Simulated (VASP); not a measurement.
An input for Quantum ESPRESSO's pw.x (written as the equivalent of a VASP run, and not itself run):

```
&CONTROL
  calculation = 'vc-relax'
  pseudo_dir = './pseudo'
  outdir = './out'
  tprnfor = .true.
  tstress = .true.
  nstep = 40
  forc_conv_thr = 0.00078
/
&SYSTEM
  ibrav = 0
  nat = 2
  ntyp = 2
  ecutwfc = 82
  occupations = 'smearing'
  smearing = 'methfessel-paxton'
  degauss = 0.00735
  input_dft = 'pz'
/
&ELECTRONS
  conv_thr = 7.3e-08
  electron_maxstep = 100
/
&IONS
/
&CELL
  press = 100
/
ATOMIC_SPECIES
  Ta 180.948 Ta.upf
  C 12.011 C.upf
CELL_PARAMETERS angstrom
     0.0000000    2.2005955    2.2005955
     2.2005955    0.0000000    2.2005955
     2.2005955    2.2005955    0.0000000
ATOMIC_POSITIONS crystal
  Ta   0.0000000  0.0000000  0.0000000
  C    0.5000000  0.5000000  0.5000000
K_POINTS automatic
  14 14 14 0 0 0
```

Q: Translate this input to VASP (INCAR, KPOINTS, POSCAR, choice of POTCAR).

A: This is not unique; one that fits is 
KPOINTS:
```
Automatic mesh
0
Gamma
14 14 14
0 0 0
```

File POSCAR:
```
TaC
1.0
  0.0000000000   2.2005955087   2.2005955087
  2.2005955087   0.0000000000   2.2005955087
  2.2005955087   2.2005955087   0.0000000000
Ta C
1 1
Cart
  0.0000000000   0.0000000000   0.0000000000
  2.2005955087   2.2005955087   2.2005955087
```

**INCAR**
```
# general
SYSTEM  = TaC
PREC    = Accurate
ENCUT   = 620
LREAL   = .False.
LASPH   = .True.

# electronic loop
EDIFF   = 1E-6
NELM    = 100
ALGO    = Normal
LMAXMIX = 6

# smearing
ISMEAR  = 1
SIGMA   = 0.1

# ions
IBRION  = 2
NSW     = 40
ISIF    = 3
EDIFFG  = -0.02
PSTRESS = 100

# output
LWAVE   = .False.
LCHARG  = .False.
```

POTCAR, in this order: Ta_pv C (LDA.64 set). Program: vasp_std.

What does not carry over: the potentials are each code's own (VASP's PAW set, PseudoDojo norm-conserving files in pw.x), so ENCUT and ecutwfc are chosen apart and not converted; conv_thr bounds pw.x's estimated SCF error, while EDIFF bounds the energy change between steps; forc_conv_thr acts on force components and is met together with etot_conv_thr.

The compound is TaC in the rock salt structure. This run relaxes it under an external pressure of 10 GPa. Symmetry was kept, so distortions that lower it aren't found.
